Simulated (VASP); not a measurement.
Calculation: PBE GGA, VASP's PBE PAW potentials (set 64) (plane waves; VASP).

The input files of a VASP run:

### POSCAR
```
W
1
   -1.5935900622     1.5935900622     1.5935900622
    1.5935900622    -1.5935900622     1.5935900622
    1.5935900622     1.5935900622    -1.5935900622
W
1
Direct
  0.0000000000   0.0000000000   0.0000000000
```

### KPOINTS
```
Automatic mesh
0
Gamma
20 20 20
0 0 0
```

**INCAR**
```
! general
SYSTEM =W
PREC   =Normal
ENCUT  =400
LREAL  =.FALSE.
LASPH  =.TRUE.

! electronic loop
EDIFF  =1E-5
NELM   =100
NELMIN =4
ALGO   =Fast
LMAXMIX=6

! smearing
ISMEAR =1
SIGMA  =0.1

! functional
GGA    =PE

! ions
IBRION =2
NSW    =20
ISIF   =2
EDIFFG =-0.03

! output
LWAVE  =.FALSE.
LCHARG =.FALSE.
```

POTCAR, in this order: W_sv (PBE.64 set). Program: vasp_std.

The resulting files:

File OSZICAR:
```
       N       E                     dE             d eps       ncg     rms          rms(c)
DAV:   1     0.646343568505E+02    0.64634E+02   -0.67993E+03  5691   0.122E+03
DAV:   2    -0.122688363806E+02   -0.76903E+02   -0.74074E+02  6052   0.294E+02
DAV:   3    -0.135873339155E+02   -0.13185E+01   -0.13058E+01  6475   0.391E+01
DAV:   4    -0.135942305002E+02   -0.68966E-02   -0.68958E-02  6067   0.305E+00
DAV:   5    -0.135942859564E+02   -0.55456E-04   -0.55456E-04  6298   0.276E-01    0.201E+01
RMM:   6    -0.130903980503E+02    0.50389E+00   -0.56855E-01  5636   0.798E+00    0.820E+00
RMM:   7    -0.129610825218E+02    0.12932E+00   -0.44398E-01  5644   0.679E+00    0.895E-01
RMM:   8    -0.129585986170E+02    0.24839E-02   -0.16378E-02  5780   0.144E+00    0.191E-01
RMM:   9    -0.129585998027E+02   -0.11857E-05   -0.27739E-03  5658   0.630E-01    0.460E-02
RMM:  10    -0.129586298753E+02   -0.30073E-04   -0.29574E-04  5850   0.237E-01    0.244E-02
RMM:  11    -0.129586280378E+02    0.18375E-05   -0.90514E-05  5055   0.132E-01
   1 F= -.12958628E+02 E0= -.12958620E+02  d E =-.129586E+02
```

**OUTCAR**
```
------------------------ aborting loop because EDIFF is reached ----------------------------------------
  FORCE on cell =-STRESS in cart. coord.  units (eV):
  Direction    XX          YY          ZZ          XY          YZ          ZX
  --------------------------------------------------------------------------------------
  Total       -0.0435152     -0.0435152     -0.0435152     -0.0000000     -0.0000000      0.0000000
  in kB       -4.3068670     -4.3068670     -4.3068670     -0.0000000     -0.0000000      0.0000000
  external PRESSURE =      -4.3068670 kB  Pullay stress =       0.0000000 kB
  volume of cell :       16.19
      direct lattice vectors                 reciprocal lattice vectors
    -1.593590062  1.593590062  1.593590062     0.000000000  0.313756977  0.313756977
     1.593590062 -1.593590062  1.593590062     0.313756977  0.000000000  0.313756977
     1.593590062  1.593590062 -1.593590062     0.313756977  0.313756977  0.000000000
 POSITION                                       TOTAL-FORCE (eV/Angst)
 -----------------------------------------------------------------------------------
      0.00000      0.00000      0.00000         0.000000      0.000000      0.000000
 -----------------------------------------------------------------------------------
    total drift:                               -0.000000     -0.000000     -0.000000
  FREE ENERGIE OF THE ION-ELECTRON SYSTEM (eV)
  ---------------------------------------------------
  free  energy   TOTEN  =       -12.9586280378 eV

  energy  without entropy=      -12.9586046945  energy(sigma->0) =      -12.95862026

 reached required accuracy - stopping structural energy minimisation
```
(Selected blocks of OUTCAR.)

File OUTCAR:
```
 val. band max:       11.2038226366   @ k =   0.5000   0.5000   0.2000

 cond. band min:      11.2207600460   @ k =  -0.3000   0.3500   0.2000


 Fermi energy:        11.2054645679

 k-point     1 :       0.0000    0.0000    0.0000
  band No.  band energies     occupation
      1     -63.0771      2.00000
      2     -26.6670      2.00000
      3     -26.6670      2.00000
      4     -26.6670      2.00000
      5       1.6212      2.00000
      6       9.9447      2.00000
      7       9.9447      2.00000
      8       9.9447      2.00000
      9      13.3514      0.00000
     10      13.3514      0.00000
     11      25.6119      0.00000

 k-point     2 :       0.0500    0.0000    0.0000
  band No.  band energies     occupation
      1     -63.0742      2.00000
      2     -26.6988      2.00000
      3     -26.6770      2.00000
      4     -26.6672      2.00000
      5       1.7398      2.00000
      6       9.8725      2.00000
      7       9.9292      2.00000
      8      10.0584      2.00000
      9      13.2343      0.00000
     10      13.3521      0.00000
     11      25.7334      0.00000

 k-point     3 :       0.1000    0.0000    0.0000
  band No.  band energies     occupation
      1     -63.0656      2.00000
      2     -26.7900      2.00000
      3     -26.7057      2.00000
      4     -26.6675      2.00000
      5       2.0852      2.00000
      6       9.6700      2.00000
      7       9.8649      2.00000
      8      10.3969      2.00000
      9      12.9651     -0.00000
     10      13.3589      0.00000
     11      25.9798      0.00000

 k-point     4 :       0.1500    0.0000    0.0000
  band No.  band energies     occupation
      1     -63.0521      2.00000
      2     -26.9300      2.00000
      3     -26.7502      2.00000
      4     -26.6682      2.00000
      5       2.6249      2.00000
      6       9.3728      2.00000
      7       9.7159      2.00000
      8      10.9507      2.00187
      9      12.7226     -0.00000
...
```

Unless said otherwise, spin-orbit coupling is left out, though it shifts the bands of the heavy elements here.

The compound is W in the bcc structure. It was relaxed first.
